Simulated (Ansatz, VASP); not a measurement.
# SiBPC: VASP beside Ansatz, part 3 of 3

Wanted: the spread between two codes on one cell, functional and k mesh. The cell is generated by rule, not measured, and may not be a known phase. The cell is taken from a series of runs on this material, whose earlier steps may have relaxed, scaled, displaced or heated it; both programs get it as it stands.

VASP 6.6.1 and Ansatz 0.2.0.

So far: Set-up; Ansatz: zone-centre phonons, PBEsol; VASP: zone-centre phonons, PBEsol.

## (3) VASP: zone-centre phonons, PBEsol (continued)

Level of this step: PBEsol; plane waves and PAW (B, C, P, Si); invented cell (VASP).

Numbers of over 12 decimals in the logs are rounded to 6 here.

OUTCAR, selected parts (step 3):

```text
ion  position               nearest neighbor table
   1  0.000  0.000  0.976-   4 1.79   4 1.79   5 1.96   5 1.96
   2  0.500  0.500  0.234-   6 1.93   6 1.93   5 1.94   5 1.94
   3  0.500  0.000  0.643-   7 1.87   7 1.87   8 1.94   8 1.94
   4  0.000  0.500  0.882-   1 1.79   1 1.79   8 1.87   8 1.87
   5  0.500  0.000  0.107-   2 1.94   2 1.94   1 1.96   1 1.96
   6  0.000  0.500  0.359-   2 1.93   2 1.93   7 2.20   7 2.20
   7  0.000  0.000  0.531-   3 1.87   3 1.87   6 2.20   6 2.20   8 3.08   8 3.08   8 3.08   8 3.08

  LATTYP: Found a simple orthorhombic cell.
 ALAT       =     3.1495064017
 B/A-ratio  =     1.0012205241
 C/A-ratio  =     2.8413731563

 Subroutine GETGRP returns: Found  4 space group operations
 (whereof  4 operations were pure point group operations)

The static configuration has the point symmetry C_2v.

 Found    147 irreducible k-points:

   k-points           NKPTS =    147   k-points in BZ     NKDIM =    147   number of bands    NBANDS=     24

   dimension x,y,z NGX =    28 NGY =   28 NGZ =   72
   dimension x,y,z NGXF=    56 NGYF=   56 NGZF=  144

   ENCUT  =  600.0 eV  44.10 Ry    6.64 a.u.   6.30  6.29 17.87*2*pi/ulx,y,z

   NELECT =      32.0000    total number of electrons

 k-points in reciprocal lattice and weights: Automatic mesh
   0.00000000  0.00000000  0.00000000       0.002
   0.08333333  0.00000000  0.00000000       0.003
   0.16666667  0.00000000  0.00000000       0.003
   0.25000000  0.00000000  0.00000000       0.003
   0.33333333  0.00000000  0.00000000       0.003
   0.41666667  0.00000000  0.00000000       0.003
   0.50000000  0.00000000  0.00000000       0.002
   0.00000000  0.08333333  0.00000000       0.003
   0.08333333  0.08333333  0.00000000       0.007
[...]
-----------------------------------------------------------------------------------
    total drift:                               -0.000000      0.000000     -0.000071

 Eigenvectors and eigenvalues of the dynamical matrix
 ----------------------------------------------------

   1 f  =   25.942200 THz   162.999652 2PiTHz  865.338658 cm-1   107.288271 meV
             X         Y         Z           dx          dy          dz
      0.000000  0.000000  8.735237     0.299269    0.299269   -0.000000
      0.001359  2.228396  2.093015     0.145275    0.145275    0.000000
      1.114878  1.114878  5.753826    -0.237507   -0.237507   -0.000000
     -1.113519  1.113519  7.890452    -0.472815   -0.472815    0.000000
      1.114878  1.114878  0.954747    -0.130804   -0.130804    0.000000
     -1.113519  1.113519  3.212327    -0.063154   -0.063154   -0.000000
      0.000000  0.000000  4.750968     0.121101    0.121101    0.000000
      0.001359  2.228396  6.879580     0.271305    0.271305   -0.000000

   2 f  =   25.518512 THz   160.337537 2PiTHz  851.205923 cm-1   105.536036 meV
             X         Y         Z           dx          dy          dz
      0.000000  0.000000  8.735237     0.000000    0.000000    0.679606
      0.001359  2.228396  2.093015     0.000000    0.000000   -0.106705
      1.114878  1.114878  5.753826    -0.000000   -0.000000    0.251823
     -1.113519  1.113519  7.890452    -0.000000   -0.000000   -0.654101
      1.114878  1.114878  0.954747    -0.000000   -0.000000   -0.083514
     -1.113519  1.113519  3.212327    -0.000000   -0.000000    0.068145
      0.000000  0.000000  4.750968     0.000000    0.000000   -0.140640
      0.001359  2.228396  6.879580     0.000000    0.000000    0.063947

   3 f  =   24.832399 THz   156.026567 2PiTHz  828.319684 cm-1   102.698506 meV
             X         Y         Z           dx          dy          dz
      0.000000  0.000000  8.735237     0.113869    0.113869    0.000000
      0.001359  2.228396  2.093015     0.075804    0.075804   -0.000000
      1.114878  1.114878  5.753826     0.571609    0.571609    0.000000
     -1.113519  1.113519  7.890452    -0.220253   -0.220253   -0.000000
      1.114878  1.114878  0.954747    -0.055896   -0.055896   -0.000000
     -1.113519  1.113519  3.212327    -0.029696   -0.029696    0.000000
      0.000000  0.000000  4.750968    -0.314336   -0.314336    0.000000
      0.001359  2.228396  6.879580     0.056804    0.056804    0.000000

   4 f  =   23.987883 THz   150.720314 2PiTHz  800.149647 cm-1    99.205868 meV
             X         Y         Z           dx          dy          dz
      0.000000  0.000000  8.735237     0.000000   -0.000000    0.074601
      0.001359  2.228396  2.093015    -0.000000   -0.000000    0.886616
      1.114878  1.114878  5.753826     0.000000    0.000000    0.168368
     -1.113519  1.113519  7.890452    -0.000000   -0.000000    0.017622
      1.114878  1.114878  0.954747     0.000000    0.000000   -0.334618
     -1.113519  1.113519  3.212327     0.000000    0.000000   -0.248938
      0.000000  0.000000  4.750968    -0.000000   -0.000000   -0.042995
      0.001359  2.228396  6.879580     0.000000    0.000000   -0.062454

   5 f  =   23.709154 THz   148.969011 2PiTHz  790.852266 cm-1    98.053140 meV
             X         Y         Z           dx          dy          dz
      0.000000  0.000000  8.735237     0.000000    0.000000    0.138036
      0.001359  2.228396  2.093015    -0.000000   -0.000000    0.132701
      1.114878  1.114878  5.753826    -0.000000   -0.000000   -0.809694
     -1.113519  1.113519  7.890452    -0.000000   -0.000000   -0.230922
      1.114878  1.114878  0.954747    -0.000000    0.000000   -0.073677
     -1.113519  1.113519  3.212327     0.000000    0.000000   -0.097611
      0.000000  0.000000  4.750968     0.000000    0.000000    0.344846
      0.001359  2.228396  6.879580     0.000000    0.000000    0.347178

   6 f  =   23.485026 THz   147.560771 2PiTHz  783.376150 cm-1    97.126220 meV
             X         Y         Z           dx          dy          dz
      0.000000  0.000000  8.735237     0.055020    0.055020    0.000000
      0.001359  2.228396  2.093015     0.573950    0.573950    0.000000
      1.114878  1.114878  5.753826    -0.000442   -0.000442   -0.000000
     -1.113519  1.113519  7.890452     0.209689    0.209689   -0.000000
      1.114878  1.114878  0.954747    -0.095417   -0.095417   -0.000000
     -1.113519  1.113519  3.212327    -0.308480   -0.308480   -0.000000
      0.000000  0.000000  4.750968     0.032288    0.032288    0.000000
      0.001359  2.228396  6.879580    -0.135198   -0.135198    0.000000

   7 f  =   23.078453 THz   145.006195 2PiTHz  769.814322 cm-1    95.444769 meV
             X         Y         Z           dx          dy          dz
      0.000000  0.000000  8.735237    -0.046800    0.046800    0.000000
      0.001359  2.228396  2.093015    -0.598356    0.598356    0.000000
      1.114878  1.114878  5.753826     0.096703   -0.096703    0.000000
     -1.113519  1.113519  7.890452    -0.019996    0.019996    0.000000
      1.114878  1.114878  0.954747     0.347715   -0.347715    0.000000
     -1.113519  1.113519  3.212327     0.070640   -0.070640    0.000000
      0.000000  0.000000  4.750968    -0.053312    0.053312    0.000000
      0.001359  2.228396  6.879580    -0.035923    0.035923    0.000000

   8 f  =   21.653308 THz   136.051747 2PiTHz  722.276611 cm-1    89.550846 meV
             X         Y         Z           dx          dy          dz
      0.000000  0.000000  8.735237    -0.534552   -0.534552    0.000000
      0.001359  2.228396  2.093015     0.167426    0.167426    0.000000
      1.114878  1.114878  5.753826    -0.002640   -0.002640   -0.000000
     -1.113519  1.113519  7.890452    -0.228309   -0.228309   -0.000000
      1.114878  1.114878  0.954747     0.278926    0.278926   -0.000000
     -1.113519  1.113519  3.212327    -0.115948   -0.115948    0.000000
      0.000000  0.000000  4.750968     0.000668    0.000668   -0.000000
      0.001359  2.228396  6.879580     0.206993    0.206993    0.000000

   9 f  =   20.453063 THz   128.510383 2PiTHz  682.240734 cm-1    84.587032 meV
             X         Y         Z           dx          dy          dz
      0.000000  0.000000  8.735237     0.000000    0.000000   -0.574686
      0.001359  2.228396  2.093015    -0.000000   -0.000000    0.160431
      1.114878  1.114878  5.753826     0.000000    0.000000    0.130997
     -1.113519  1.113519  7.890452     0.000000   -0.000000   -0.501629
      1.114878  1.114878  0.954747    -0.000000   -0.000000    0.275506
     -1.113519  1.113519  3.212327     0.000000   -0.000000    0.010636
      0.000000  0.000000  4.750968    -0.000000   -0.000000   -0.274483
      0.001359  2.228396  6.879580    -0.000000   -0.000000    0.473127

  10 f  =   19.792489 THz   124.359878 2PiTHz  660.206378 cm-1    81.855122 meV
             X         Y         Z           dx          dy          dz
      0.000000  0.000000  8.735237    -0.113238    0.113238   -0.000000
      0.001359  2.228396  2.093015    -0.078712    0.078712   -0.000000
      1.114878  1.114878  5.753826    -0.592982    0.592982   -0.000000
     -1.113519  1.113519  7.890452     0.092709   -0.092709   -0.000000
      1.114878  1.114878  0.954747     0.083322   -0.083322   -0.000000
     -1.113519  1.113519  3.212327    -0.066392    0.066392   -0.000000
      0.000000  0.000000  4.750968     0.120316   -0.120316   -0.000000
      0.001359  2.228396  6.879580     0.308110   -0.308110   -0.000000

  11 f  =   17.844080 THz   112.117663 2PiTHz  595.214449 cm-1    73.797153 meV
             X         Y         Z           dx          dy          dz
      0.000000  0.000000  8.735237    -0.442891    0.442891   -0.000000
      0.001359  2.228396  2.093015     0.045319   -0.045319    0.000000
      1.114878  1.114878  5.753826     0.075489   -0.075489    0.000000
     -1.113519  1.113519  7.890452     0.522706   -0.522706   -0.000000
    [... 145 further lines ...]
      0.000000  0.000000  4.750968    -0.000000    0.000000   -0.414084
      0.001359  2.228396  6.879580    -0.000000    0.000000   -0.414383

 ELASTIC MODULI CONTR FROM IONIC RELAXATION (kBar)
 Direction    XX          YY          ZZ          XY          YZ          ZX
 --------------------------------------------------------------------------------
 XX         -34.2533    -34.2533      7.9954    -25.0336     -0.0000     -0.0000
 YY         -34.2533    -34.2533      7.9954    -25.0336     -0.0000     -0.0000
 ZZ           7.9954      7.9954    -63.1488     67.2333      0.0000      0.0000
 XY         -25.0336    -25.0336     67.2333   -230.7244     -0.0000     -0.0000
 YZ          -0.0000     -0.0000      0.0000     -0.0000   -340.4281    -26.9528
 ZX          -0.0000     -0.0000      0.0000     -0.0000    -26.9528   -350.1010
 --------------------------------------------------------------------------------
```

## (4) Side by side

Known differences besides the potentials themselves: the cutoff is 420 eV in Ansatz and 600 eV in VASP; Ansatz makes its cores anew for this functional, VASP keeps those of its PBE data sets. Total energies have different zeros and are not compared.

Both answers:

| quantity | Ansatz | VASP | difference |
| --- | --- | --- | --- |
| optical mode 1 (cm⁻¹) | 189.3 | 189.1 | +0.09 % |
| optical mode 2 (cm⁻¹) | 212.5 | 212.7 | -0.12 % |
| optical mode 3 (cm⁻¹) | 240.7 | 240.9 | -0.12 % |
| optical mode 4 (cm⁻¹) | 242.6 | 242.9 | -0.10 % |
| optical mode 5 (cm⁻¹) | 296.9 | 297.0 | -0.03 % |
| optical mode 6 (cm⁻¹) | 363.2 | 363.3 | -0.04 % |
| optical mode 7 (cm⁻¹) | 377.8 | 377.7 | +0.02 % |
| optical mode 8 (cm⁻¹) | 399.3 | 399.3 | +0.00 % |
| optical mode 9 (cm⁻¹) | 506.8 | 506.9 | -0.02 % |
| optical mode 10 (cm⁻¹) | 591.0 | 590.5 | +0.08 % |
| optical mode 11 (cm⁻¹) | 593.6 | 595.2 | -0.27 % |
| optical mode 12 (cm⁻¹) | 658.5 | 660.2 | -0.26 % |
| optical mode 13 (cm⁻¹) | 682.7 | 682.2 | +0.07 % |
| optical mode 14 (cm⁻¹) | 721.2 | 722.3 | -0.15 % |
| optical mode 15 (cm⁻¹) | 770.1 | 769.8 | +0.04 % |
| optical mode 16 (cm⁻¹) | 783.1 | 783.4 | -0.03 % |
| optical mode 17 (cm⁻¹) | 791.1 | 790.9 | +0.04 % |
| optical mode 18 (cm⁻¹) | 800.4 | 800.1 | +0.03 % |
| optical mode 19 (cm⁻¹) | 826.2 | 828.3 | -0.26 % |
| optical mode 20 (cm⁻¹) | 851.7 | 851.2 | +0.06 % |
| optical mode 21 (cm⁻¹) | 864.2 | 865.3 | -0.13 % |

Modes are paired by rising frequency, not by their patterns, so a pair may set unlike modes beside each other; they are those without the splitting of longitudinal modes.

## (5) Results

```
r.m.s. difference of the optical zone-centre modes, each program's sorted by frequency (zone-centre phonons, PBEsol) : 0.81 cm⁻¹
```

The r.m.s. difference of the optical zone-centre modes, each program's sorted by frequency is 0.81 cm⁻¹ (zone-centre phonons, PBEsol). Such differences can come from data sets, numerical settings and the points named under the comparisons, not from the functional's error against experiment.

[Lines on the potential files, build, host, timing and source positions are cut from VASP's logs without a mark.]

[Logs are printed without paths, hosts, clocks, repeated set-up lines and the standing remarks that a program may print on its own settings, such as how far it seeks lower states.]

[Hosts, paths, dates, database ids (printed as entryN), source tags and the programs' standing remarks are cut or masked in the printed files.]
